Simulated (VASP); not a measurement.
Consider the following.

```
AlN
1.0
    0.00000     2.18152     2.18152
    2.18152     0.00000     2.18152
    2.18152     2.18152     0.00000
Al N
1 1
Direct
  0.00000   0.00000   0.00000
  0.25000   0.25000   0.25000
```

These are r2SCAN+rVV10, VASP's PBE PAW potentials (set 64) (plane waves; VASP 6.6.1) values and carry that method's errors. Numerical set-up: 520 eV cut-off, 12×12×12 Γ-centred mesh, tetrahedra with Blöchl corrections, potentials Al N.

Question: What does the run give for the energy per atom (σ→0), band gap (over mesh and band path) with the smallest direct gap where there is one?

Answer: 
The band gap (over mesh and band path) is 3.89 eV, the smallest direct gap (over mesh and band path) is 4.89 eV and the energy per atom (σ→0) is -9.497 eV/atom.

Total energies compare only between runs with the same potentials, cut-off and functional.

The compound is AlN in the zinc blende structure, a metastable form; wurtzite is the usual one. It was relaxed first.
